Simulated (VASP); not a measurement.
```xyz
2
Lattice="0.0000 2.9946 2.9946 2.9946 0.0000 2.9946 2.9946 2.9946 0.0000" Properties=species:S:1:pos:R:3 pbc="T T T"
Al     4.4919     4.4919     4.4919
Al     2.9946     2.9946     2.9946
```

Calculation: PBEsol GGA, VASP's PBE PAW potentials (set 64) (plane waves; VASP). Run with 400 eV cut-off, 12×12×12 Γ-centred mesh, tetrahedra with Blöchl corrections, potentials Al.

Question: Estimate the energy per atom (σ→0), band gap (on the k-mesh) with the smallest direct gap where there is one.

Answer: 
```yaml
band gap (on the k-mesh): none (metal, semimetal or under 0.01 eV)
energy per atom (σ→0): -3.252 eV/atom
```

The structure was generated: Al was put into the diamond type (Fd-3m), which need not be its known phase. It was relaxed first, which changed the volume by +29 %.
